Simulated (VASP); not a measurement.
A convergence study with VASP on SnTe (rock salt): one setting is varied, all else stays as given below, so the limit is that of these other settings.

```
CELL_PARAMETERS angstrom
      0.00000     3.16000     3.16000
      3.16000     0.00000     3.16000
      3.16000     3.16000     0.00000
ATOMIC_POSITIONS crystal
  Sn 0.00000 0.00000 0.00000
  Te 0.50000 0.50000 0.50000
```

These are PBEsol GGA, VASP's PBE PAW potentials (set 64) (plane waves; VASP) values and carry that method's errors. The tightest run used: 550 eV cut-off, 16×16×16 Γ-centred mesh, Gaussian smearing of 0.050 eV, potentials Sn_d Te.

```json
[
 {"setting": "1×1×1 mesh", "E (eV/atom)": "-0.7473", "pressure (GPa)": "33.66", "irreducible k-points": "1"},
 {"setting": "2×2×2 mesh", "E (eV/atom)": "-3.2256", "pressure (GPa)": "2.42", "irreducible k-points": "3"},
 {"setting": "3×3×3 mesh", "E (eV/atom)": "-4.2169", "pressure (GPa)": "-0.76", "irreducible k-points": "4"},
 {"setting": "4×4×4 mesh", "E (eV/atom)": "-4.1707", "pressure (GPa)": "-1.38", "irreducible k-points": "8"}
]
```

### Question
These are the cheaper rows. Estimate the results at 16×16×16 mesh, and how far the last row shown lies from them.

### Answer

| quantity | tightest run | last row shown is off by |
|---|---|---|
| E (eV/atom) | -4.1687 | -0.0021 |
| pressure (GPa) | -0.67 | -0.71 |

Left out are rungs that failed or repeat a setting and relaxations that didn't move; long series are thinned to 24 rows.

The compound is SnTe in the rock salt structure, which distorts at low temperature. The cell was not relaxed at this level.
